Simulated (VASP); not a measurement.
Consider the following.

```
VS
1.0
    3.74303     0.00000     0.00000
   -1.87152     3.24156     0.00000
    0.00000     0.00000     6.18104
V S
2 2
Direct
  0.33333   0.66667   0.99993
  0.66667   0.33333   0.49993
  0.33333   0.66667   0.37507
  0.66667   0.33333   0.87507
```
Starting moments (μB, in the order of the record's atoms V V S S): 2.1 2.1 -0.1 -0.1.

Method: PBEsol GGA, VASP's PBE PAW potentials (set 64) (plane waves; VASP). Settings: 400 eV cut-off, 11×11×6 Γ-centred mesh, tetrahedra with Blöchl corrections, potentials V_sv S.

The cores are frozen, which limits the accuracy of field gradients.

**Question.** Give the principal components of the electric field gradient (V/Å²) and the asymmetry η at each nucleus.

**Answer.** 
```tsv
atom	Vxx	Vyy	Vzz	η
V1	-5.2	-5.2	10.4	0.00
V2	-5.2	-5.2	10.4	0.00
S3	-4.0	-4.0	8.0	0.00
S4	-4.0	-4.0	8.0	0.00
```

The structure was generated: VS was put into the wurtzite type (P6_3mc), which need not be its known phase. It was relaxed first, which changed the volume by -29 %.
